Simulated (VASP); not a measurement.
Here is the system:

```
NaCl
1.0
    0.00000     2.85711     2.85711
    2.85711     0.00000     2.85711
    2.85711     2.85711     0.00000
Na Cl
1 1
Direct
  0.00000   0.00000   0.00000
  0.50000   0.50000   0.50000
```

These are G0W0 on PBE orbitals, VASP's PBE PAW potentials (set 64) (plane waves; VASP) values and carry that method's errors. Settings: PREC = Normal, 500 eV cut-off, 4×4×4 Γ-centred mesh, Gaussian smearing of 0.010 eV, potentials Na_sv_GW Cl_GW.

The mesh is coarse and the basis finite, so the quasiparticle values are not converged.

NBANDS = 160, ENCUTGW = 200 eV, NOMEGA = 64. The PBE levels (eV) that the step starts from are:

```tsv
state	KS energy	filling
k1 (0.00, 0.00, 0.00), band 5	-13.72	2
k1 (0.00, 0.00, 0.00), band 6	-1.15	2
k1 (0.00, 0.00, 0.00), band 7	-1.15	2
k1 (0.00, 0.00, 0.00), band 8	-1.15	2
k1 (0.00, 0.00, 0.00), band 9	3.82	0
k1 (0.00, 0.00, 0.00), band 10	9.85	0
k1 (0.00, 0.00, 0.00), band 11	9.85	0
k1 (0.00, 0.00, 0.00), band 12	9.85	0
k6 (-0.25, 0.25, 0.00), band 5	-13.44	2
k6 (-0.25, 0.25, 0.00), band 6	-2.51	2
k6 (-0.25, 0.25, 0.00), band 7	-1.88	2
k6 (-0.25, 0.25, 0.00), band 8	-1.39	2
k6 (-0.25, 0.25, 0.00), band 9	6.88	0
k6 (-0.25, 0.25, 0.00), band 10	8.43	0
k6 (-0.25, 0.25, 0.00), band 11	8.64	0
k6 (-0.25, 0.25, 0.00), band 12	10.46	0
k7 (0.50, 0.50, 0.00), band 5	-13.38	2
k7 (0.50, 0.50, 0.00), band 6	-2.70	2
k7 (0.50, 0.50, 0.00), band 7	-1.70	2
k7 (0.50, 0.50, 0.00), band 8	-1.70	2
k7 (0.50, 0.50, 0.00), band 9	6.26	0
k7 (0.50, 0.50, 0.00), band 10	6.93	0
k7 (0.50, 0.50, 0.00), band 11	9.90	0
k7 (0.50, 0.50, 0.00), band 12	13.29	0
```

**Question.** Give the quasiparticle energies and renormalisation factors Z.

**Answer.** 
```json
[
 {"state": "k1 (0.00, 0.00, 0.00), band 5", "QP energy (eV)": "-15.28", "Z": "0.71"},
 {"state": "k1 (0.00, 0.00, 0.00), band 6", "QP energy (eV)": "-3.15", "Z": "0.79"},
 {"state": "k1 (0.00, 0.00, 0.00), band 7", "QP energy (eV)": "-3.15", "Z": "0.79"},
 {"state": "k1 (0.00, 0.00, 0.00), band 8", "QP energy (eV)": "-3.15", "Z": "0.79"},
 {"state": "k1 (0.00, 0.00, 0.00), band 9", "QP energy (eV)": "4.71", "Z": "0.85"},
 {"state": "k1 (0.00, 0.00, 0.00), band 10", "QP energy (eV)": "11.05", "Z": "0.84"},
 {"state": "k1 (0.00, 0.00, 0.00), band 11", "QP energy (eV)": "11.05", "Z": "0.84"},
 {"state": "k1 (0.00, 0.00, 0.00), band 12", "QP energy (eV)": "11.05", "Z": "0.84"},
 {"state": "k6 (-0.25, 0.25, 0.00), band 5", "QP energy (eV)": "-14.96", "Z": "0.71"},
 {"state": "k6 (-0.25, 0.25, 0.00), band 6", "QP energy (eV)": "-4.69", "Z": "0.79"},
 {"state": "k6 (-0.25, 0.25, 0.00), band 7", "QP energy (eV)": "-3.99", "Z": "0.79"},
 {"state": "k6 (-0.25, 0.25, 0.00), band 8", "QP energy (eV)": "-3.44", "Z": "0.79"},
 {"state": "k6 (-0.25, 0.25, 0.00), band 9", "QP energy (eV)": "7.90", "Z": "0.83"},
 {"state": "k6 (-0.25, 0.25, 0.00), band 10", "QP energy (eV)": "9.44", "Z": "0.83"},
 {"state": "k6 (-0.25, 0.25, 0.00), band 11", "QP energy (eV)": "9.99", "Z": "0.84"},
 {"state": "k6 (-0.25, 0.25, 0.00), band 12", "QP energy (eV)": "11.89", "Z": "0.83"},
 {"state": "k7 (0.50, 0.50, 0.00), band 5", "QP energy (eV)": "-14.89", "Z": "0.71"},
 {"state": "k7 (0.50, 0.50, 0.00), band 6", "QP energy (eV)": "-4.94", "Z": "0.78"},
 {"state": "k7 (0.50, 0.50, 0.00), band 7", "QP energy (eV)": "-3.80", "Z": "0.79"},
 {"state": "k7 (0.50, 0.50, 0.00), band 8", "QP energy (eV)": "-3.80", "Z": "0.79"},
 {"state": "k7 (0.50, 0.50, 0.00), band 9", "QP energy (eV)": "7.51", "Z": "0.85"},
 {"state": "k7 (0.50, 0.50, 0.00), band 10", "QP energy (eV)": "7.80", "Z": "0.85"},
 {"state": "k7 (0.50, 0.50, 0.00), band 11", "QP energy (eV)": "10.97", "Z": "0.81"},
 {"state": "k7 (0.50, 0.50, 0.00), band 12", "QP energy (eV)": "14.44", "Z": "0.80"}
]
```
On the mesh the gap opens from 4.97 to 7.86 eV.

The compound is NaCl in the rock salt structure. This cell is one point of a volume scan, at 1.04 of the reference volume. The k-mesh is coarse (spacing up to 0.48 per Å, 2π included), so the numbers may not be converged in it.
